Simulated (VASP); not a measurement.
An input for Ansatz (written as the equivalent of a VASP run, and not itself run):

Ansatz 0.2 input:
```yaml
crystal:
  lattice:
    - [3.0706419, 0.0000000, 0.0000000]
    - [0.0000000, 3.0706419, 0.0000000]
    - [0.0000000, 0.0000000, 3.0706419]
  atoms:
    - { symbol: Ag, position: [0.0000000, 0.0000000, 0.0000000] }
    - { symbol: Cl, position: [0.5000000, 0.5000000, 0.5000000] }
kpoints:
  mp_grid: { grid: [9, 9, 9] }
hamiltonian:
  xc: pbesol
  pseudopotentials: { kind: paw }
scf:
  occupations: { method: gaussian, width: 0.05 }
  max_iter: 100
relax:
  max_steps: 40
  f_tol: 0.02
  cell: { p_target: 45 }
output: { forces: true, stress: true, eigenvalues: true }
```

Write the VASP files for the same calculation (PBEsol).

This is not unique; one that fits is 
INCAR:
```
SYSTEM = AgCl
PREC = Accurate; ENCUT = 500; LREAL = .FALSE.
LASPH = .TRUE.
EDIFF = 1E-6; NELM = 100; ALGO = Normal
LMAXMIX = 4
ISMEAR = 0; SIGMA = 0.05
GGA = PS
IBRION = 2; NSW = 40; ISIF = 3
EDIFFG = -0.02; PSTRESS = 450
LWAVE = .FALSE.; LCHARG = .FALSE.
```

**POSCAR**
```
AgCl
1.0
  3.0706418982   0.0000000000   0.0000000000
  0.0000000000   3.0706418982   0.0000000000
  0.0000000000   0.0000000000   3.0706418982
Ag Cl
1 1
Cartesian
  0.0000000000   0.0000000000   0.0000000000
  1.5353209491   1.5353209491   1.5353209491
```

### KPOINTS
```
Automatic mesh
0
Gamma
9 9 9
0 0 0
```

POTCAR, in this order: Ag Cl (PBE.64 set). Program: vasp_std.

Limits of the translation: each code has its own PAW files, so the cut-off isn't converted (ENCUT is set for VASP's; basis.ecutwfc is left out, and Ansatz then takes the one that its files recommend); Ansatz stops its SCF on the density residual and VASP on the energy change (EDIFF).

The structure was generated: AgCl was put into the CsCl type type (Pm-3m), which need not be its known phase. This run relaxes it under an external pressure of 45 GPa. Symmetry was kept, so distortions that lower it aren't found.
